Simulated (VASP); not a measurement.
Energy against volume of CdS (zinc blende). Level of theory: LDA (Ceperley-Alder, Perdew-Zunger), VASP's LDA PAW potentials (set 64) (plane waves; VASP 6.6.1).

```json
[
 {"V (Å³/atom)": "22.594", "E (eV/atom)": "-3.68287"},
 {"V (Å³/atom)": "23.315", "E (eV/atom)": "-3.69874"},
 {"V (Å³/atom)": "24.036", "E (eV/atom)": "-3.70372"},
 {"V (Å³/atom)": "24.758", "E (eV/atom)": "-3.69950"},
 {"V (Å³/atom)": "25.479", "E (eV/atom)": "-3.68752"}
]
```

Problem. Fit a third-order Birch-Murnaghan equation of state.

Solution. 
The volume per atom is 24.05 Å³/atom, the bulk modulus comes out as 67.8 GPa and the pressure derivative of the bulk modulus comes out as 4.63. The lattice constant a comes out as 5.773 Å.

Measured: a 5.832 Å (computed value off by -1.0 %), as given by arXiv:1206.3780. The calculation is for a static lattice, while the measured a holds thermal and zero-point effects, which are part of the difference.

The compound is CdS in the zinc blende structure, a metastable form; wurtzite is the usual one. It was relaxed first.
